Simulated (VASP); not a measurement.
Data:

```yaml
crystal:
  lattice:
    - [0.00000, 2.93996, 2.93996]
    - [2.93996, 0.00000, 2.93996]
    - [2.93996, 2.93996, 0.00000]
  atoms:
    - { symbol: Sr, position: [0.00000, 0.00000, 0.00000] }
```

These are PBEsol GGA, VASP's PBE PAW potentials (set 64) (plane waves; VASP) values and carry that method's errors. Run with 480 eV cut-off, 8×8×8 Γ-centred mesh, Gaussian smearing of 0.050 eV, potentials Sr_sv.

Problem. What does the run give for the energy per atom (σ→0)?

Solution. 
```
Property                       Result
---------------------  --------------
energy per atom (σ→0)  -1.845 eV/atom
```

Total energies compare only between runs with the same potentials, cut-off and functional.

The compound is Sr in the fcc structure. This cell was strained or had an atom moved on purpose.
